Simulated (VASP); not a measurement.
All values below come from optB86b-vdW, VASP's PBE PAW potentials (set 64) (plane waves; VASP 6.6.1).

VASP input:

INCAR:
```
PARAM1  =  0.1234
LUSE_VDW  =  .TRUE.
NSW  =  60
LREAL  =  .FALSE.
PREC  =  Accurate
ALGO  =  Normal
LWAVE  =  .FALSE.
ENCUT  =  520   ! plane-wave cut-off (eV)
NELM  =  100   ! most electronic steps
IBRION  =  2   ! conjugate gradients
LCHARG  =  .FALSE.
SYSTEM  =  La
ISMEAR  =  1   ! Methfessel-Paxton
ISIF  =  3
SIGMA  =  0.1   ! width (eV)
LASPH  =  .TRUE.   ! aspherical one-centre terms
EDIFF  =  1E-6   ! SCF stop (eV)
PARAM2  =  1.0
AGGAC  =  0.0
EDIFFG  =  -0.02   ! ionic stop
LMAXMIX  =  6
GGA  =  MK
```

### POSCAR
```
La
1
    1.8214836803    -3.1549024841    -0.0000000000
    1.8214836803     3.1549024841    -0.0000000000
   -0.0000000000     0.0000000000    11.8860711649
La
4
Direct
  0.0000000000   0.0000000000   0.5000000000
  0.0000000000   0.0000000000   0.0000000000
  0.3333330000   0.6666670000   0.2500000000
  0.6666670000   0.3333330000   0.7500000000
```

**KPOINTS**
```
Automatic mesh
0
Gamma
9 9 3
0 0 0
```

POTCAR, in this order: La (PBE.64 set). Program: vasp_std.

**Question.** What will the output report for the number of irreducible k-points (NKPTS), largest plane-wave count, number of space-group operations, FFT grid (NGX, NGY, NGZ)?

**Answer.** 
| Item | Value |
|---|---|
| number of irreducible k-points (NKPTS) | 24 |
| largest plane-wave count | 3698 |
| number of space-group operations | 24 |
| FFT grid (NGX, NGY, NGZ) | 28 × 28 × 90 |

The compound is La in the dhcp structure. This run relaxes it. Symmetry was kept, so distortions that lower it aren't found. The start is the result of an earlier pass.
